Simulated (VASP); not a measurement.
## TiSi (relaxed from the rocksalt structure, space group Fm-3m): computed properties

These are r2SCAN meta-GGA, VASP's PBE PAW potentials (set 64) (plane waves; VASP) values and carry that method's errors.

| Quantity | Value |
|---|---|
| space group | Fm-3m (225) |
| cell | a = b = c = 5.0872 Å, α = β = γ = 90.00° |
| volume per atom | 16.46 Å³/atom |
| band gap (over mesh and band path) | none (metal, semimetal or under 0.01 eV) |
| density | 3.83 g/cm³ |

TiSi has the cubic space group Fm-3m (No. 225), the rock salt structure, Pearson symbol cF8. Conventional cell: a = b = c = 5.0872 Å, α = β = γ = 90.00°. Si on 4a is surrounded by 6 Ti at 2.544 Å (octahedral). Ti on 4b is coordinated by 6 Si at 2.544 Å (octahedral). (Neighbours: up to the widest gap in distance over summed covalent radii, below 1.35, at either atom; cation-cation and far metal-metal contacts left out.)
(The calculation used a cell of 2 atoms; values per cell refer to that cell.)

The structure was generated: TiSi was put into the rocksalt type (Fm-3m), which need not be its known phase. It was relaxed first, which changed the volume by -21 %. Symmetry was kept, so distortions that lower it aren't found.
